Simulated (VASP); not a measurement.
RbY3:

```xyz
4
Lattice="0.0000 4.2160 4.2160 4.2160 0.0000 4.2160 4.2160 4.2160 0.0000" Properties=species:S:1:pos:R:3 pbc="T T T"
Rb    0.0000    0.0000    0.0000
Y     2.1080    2.1080    2.1080
Y     6.3240    6.3240    6.3240
Y     4.2160    4.2160    4.2160
```

The cell was built by a generator and needn't be a form met in nature.

```yaml
Program: VASP 6.6.1
Task: relaxation of cell and atoms
Functional: RPBE
Potentials_or_basis: VASP PAW PBE potentials, release 64 (Rb_sv, Y_sv)
Cutoff: 600 eV
k_mesh: 6 × 6 × 6
Occupations: methfessel-paxton, width 0.1 eV
Spin: no spin polarisation
```

At the start: pressure 1.1 GPa; volume 37.47 Å³/atom.

**Question.** Where does the relaxation end?

**Answer.** Over 3 steps the energy falls by 6.0 meV/atom and the volume is 39.23 Å³/atom (+4.7 %); space group Fm-3m (No. 225, to 0.05 Å).

The path:
```tsv
step	energy change (eV)	largest force (eV/Å)	pressure (GPa)	volume (Å³)
1	0.0000	0.0000	1.13	149.87
2	-0.0233	0.0000	0.18	155.69
3	-0.0240	0.0000	0.00	156.92
```

Final structure:
```xyz
4
Lattice="0.0000 4.2810 4.2810 4.2810 0.0000 4.2810 4.2810 4.2810 0.0000" Properties=species:S:1:pos:R:3 pbc="T T T"
Rb    0.0000    0.0000    0.0000
Y     2.1405    2.1405    2.1405
Y     6.4215    6.4215    6.4215
Y     4.2810    4.2810    4.2810
```

Caveat: the PAW data sets were made with another functional, which shifts forces and pressure a little.
